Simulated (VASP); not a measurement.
FeCl3:

```
Fe Cl
1.0
     4.94252    0.00000    0.00000
     0.00000    4.94252    0.00000
     0.00000    0.00000    4.94252
Fe Cl
1 3
Cartesian
  0.0000 0.0000 0.0000
  2.4713 0.0000 0.0000
  0.0000 0.0000 2.4713
  0.0000 2.4713 0.0000
```

The cell comes from a database or a generator and needn't be the stable form of this composition.

Base run:

```yaml
Program: VASP 6.6.1
Functional: LDA
Potentials_or_basis: VASP PAW LDA potentials, release 64 (Fe, Cl)
Cutoff: 520 eV
k_mesh: 4 × 4 × 4
Occupations: gaussian, width 0.05 eV
Spin: no spin polarisation
Hubbard_terms: Fe d U = 7.0 eV
```

Its results: band gap on the k mesh none (metal or under the smearing width); pressure -6.5 GPa.

Question: The run is repeated on the same cell with these changes: spin from no spin polarisation to collinear spin, typed start; further incar settings from ALGO = Normal; EDIFF = 1e-06; NBANDS = 22 to ALGO = Normal; EDIFF = 1e-06; NBANDS = 26. What comes out?

Answer: Band gap on the k mesh 0.17 eV, indirect (least direct gap 0.39 eV); pressure -6.7 GPa; net moment 5.00 μB per cell; site moments Fe +4.32; Cl +0.17 μB.

Caveats: an odd number of electrons without spin polarisation forces a metal (some runs); a magnetic or distorted state may lie lower (some runs); U without spin polarisation on a metal has little footing (some runs); a cell with one magnetic atom can't hold antiferromagnetic order, which such compounds often take (some runs).

A k mesh can miss the band edges.
